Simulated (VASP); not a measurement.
## FC2I2H3: atomic charges with PBE+TS

FC2I2H3, in a box:

```
F C I H
1.0
    13.00000    0.00000    0.00000
     0.00000   13.00000    0.00000
     0.00000    0.00000   13.00000
F C I H
1 2 2 3
Direct
  0.44497 0.48088 0.62036
  0.51835 0.49528 0.54806
  0.47328 0.50314 0.44269
  0.62211 0.36435 0.55062
  0.37989 0.63888 0.42938
  0.56597 0.56076 0.56952
  0.53315 0.51038 0.38487
  0.42364 0.43805 0.42557
```

```
Program                : VASP 6.6.1
Task                   : atomic charges
Functional             : PBE
Dispersion             : TS
Potentials or basis    : VASP PAW PBE potentials, release 64 (F, C, I, H)
Cutoff                 : 520 eV
k mesh                 : 1 × 1 × 1
Occupations            : gaussian, width 0.01 eV
Spin                   : no spin polarisation
Further INCAR settings : ALGO = Fast; EDIFF = 1e-07
```

```yaml
Largest_force: 1.152 eV/Å
Gap_between_the_frontier_levels: 3.83 eV
Valence_electrons_inside_the_program's_atomic_spheres: F 6.12; C 2.45, 2.56; I 4.30; H 0.70, 0.69
Hirshfeld_charges: F -0.08; C +0.04, -0.10; I -0.00; H +0.04, +0.05 e
Dispersion_energy_per_atom: -0.006 eV
```

Forces on the atoms (eV/Å):
```
F   -0.786 -0.142  0.831
C    0.476  0.201 -0.547
C    0.066 -0.079 -0.055
I    0.294 -0.332  0.010
I   -0.225  0.322 -0.069
H    0.168  0.200  0.080
H    0.152  0.019 -0.178
H   -0.144 -0.188 -0.071
```

Levels at points of the mesh, in eV from the valence-band top:
| k point | band 14 | band 15 | band 16 | band 17 | band 18 | band 19 |
| --- | --- | --- | --- | --- | --- | --- |
| (0.00, 0.00, 0.00) | -0.18 | -0.09 | 0.00 | 3.83 | 4.66 | 5.74 |

It took 2.6 min on 1 thread of Intel(R) Xeon(R) Platinum 8559C (Emerald Rapids) (shared host), peak memory 1.7 GiB.

Caveat: spin-orbit coupling is left out, which moves the levels of the heavy elements. PBE gaps usually lie below the measured ones, often by a third to a half.
